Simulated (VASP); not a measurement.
Calculation: vdW-DF2, VASP's PBE PAW potentials (set 64) (plane waves; VASP 6.6.1).

A VASP calculation is set up with these files.

**INCAR**
```
SYSTEM = Cu
PREC = Accurate
ENCUT = 520
EDIFF = 1E-7
NELM = 100
ALGO = Normal
LREAL = .FALSE.
LASPH = .TRUE.
ISMEAR = 1
SIGMA = 0.1
GGA = ML
ZAB_VDW = -1.8867
LUSE_VDW = .TRUE.
AGGAC = 0.0
LMAXMIX = 4
LWAVE = .FALSE.
LCHARG = .FALSE.
ISIF = 2
```

### POSCAR
```
Cu
1
    0.0000000000     1.8935353660     1.8935353660
    1.8935353660     0.0000000000     1.8935353660
    1.8935353660     1.8935353660     0.0000000000
Cu
1
Direct
  0.0000000000   0.0000000000   1.0000000000
```

**KPOINTS**
```
K-points
0
Gamma
17 17 17
0 0 0
```

POTCAR, in this order: Cu (PBE.64 set). Program: vasp_std.

### Question
Estimate the energy per atom (σ→0), pressure, band gap (on the k-mesh).

### Answer

```json
{
  "energy per atom (σ→0)": "-0.368 eV/atom",
  "band gap (on the k-mesh)": "none (metal, semimetal or under 0.01 eV)",
  "pressure": "-2.73 GPa"
}
```

File OSZICAR:
```
...
DAV:   8    -0.369575473451E+00    0.50831E-02   -0.13437E-02  3885   0.268E+00    0.354E-01
DAV:   9    -0.367561359850E+00    0.20141E-02   -0.15834E-02  3340   0.264E+00    0.414E-02
DAV:  10    -0.367558016624E+00    0.33432E-05   -0.20555E-04  3950   0.270E-01    0.608E-03
DAV:  11    -0.367564426036E+00   -0.64094E-05   -0.14554E-05  3340   0.628E-02    0.431E-03
DAV:  12    -0.367562989459E+00    0.14366E-05   -0.12199E-06  3346   0.189E-02    0.731E-04
DAV:  13    -0.367562827069E+00    0.16239E-06   -0.10695E-07  3269   0.403E-03    0.101E-04
DAV:  14    -0.367562803838E+00    0.23231E-07   -0.22080E-09  1806   0.568E-04
   1 F= -.36756280E+00 E0= -.36752580E+00  d E =-.111019E-03
```

The compound is Cu in the fcc structure. This cell is one point of a volume scan, at 1.03 of the reference volume.
